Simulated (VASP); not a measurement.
Consider the following.

```
Rh
1.0
    0.00000     2.71189     2.71189
    2.71189     0.00000     2.71189
    2.71189     2.71189     0.00000
Rh
2
Direct
  0.75000   0.75000   0.75000
  0.50000   0.50000   0.50000
```

Computed with PBEsol GGA with spin-orbit coupling, VASP's PBE PAW potentials (set 64) (plane waves; VASP). Numerical set-up: 400 eV cut-off, 11×11×11 Γ-centred mesh, Gaussian smearing of 0.050 eV, potentials Rh_pv.

### Question
Estimate the energy per atom (σ→0), band gap (over mesh and band path) with the smallest direct gap where there is one.

### Answer

```yaml
band gap (over mesh and band path): none (metal, semimetal or under 0.01 eV)
energy per atom (σ→0): -7.003 eV/atom
```

The absolute energy has meaning only against runs of the same code, potentials and settings.

The structure was generated: Rh was put into the diamond type (Fd-3m), which need not be its known phase. It was relaxed first, which changed the volume by +13 %.
